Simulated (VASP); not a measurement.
Here is the system:

```yaml
crystal:
  lattice:
    - [1.80525, -3.12679, 0.00000]
    - [1.80525, 3.12679, 0.00000]
    - [0.00000, 0.00000, 5.56174]
  atoms:
    - { symbol: Y, position: [0.33333, 0.66667, 0.25000] }
    - { symbol: Y, position: [0.66667, 0.33333, 0.75000] }
```

Level of theory: r2SCAN meta-GGA, VASP's PBE PAW potentials (set 64) (plane waves; VASP). Settings: 480 eV cut-off, 10×10×6 Γ-centred mesh, first-order Methfessel-Paxton smearing of 0.10 eV, potentials Y_sv.

**Question.** Give the stress tensor in GPa (positive for a compressed cell).

**Answer.** 
```
2.85  0.00  0.00
0.00  2.85  0.00
0.00  0.00  2.55
```
The pressure is its mean diagonal, 2.75 GPa.

The compound is Y in the hcp structure. This cell was strained or had an atom moved on purpose.
